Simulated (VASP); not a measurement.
VASP, PAW. Band gap of C (diamond) (no spin-orbit coupling).

| level | band gap (eV) |
|---|---|
| SCAN (own cell) | 4.56 |

**Question.** Estimate the band gap from LDA (own cell), PBE (own cell), HSE06 (PBE cell).

**Answer.** 
The LDA (own cell) comes out as 4.16 eV. The PBE (own cell) is 4.12 eV and the HSE06 (PBE cell) is 5.29 eV.

Only levels that ran to the end are used. Left out are those held back, those with too coarse a band path, GW runs whose mesh misses a band edge, hybrids' fits of cells that aren't cubic and levels without matching references; a question may draw on a part of the rest.

The compound is C in the diamond structure.
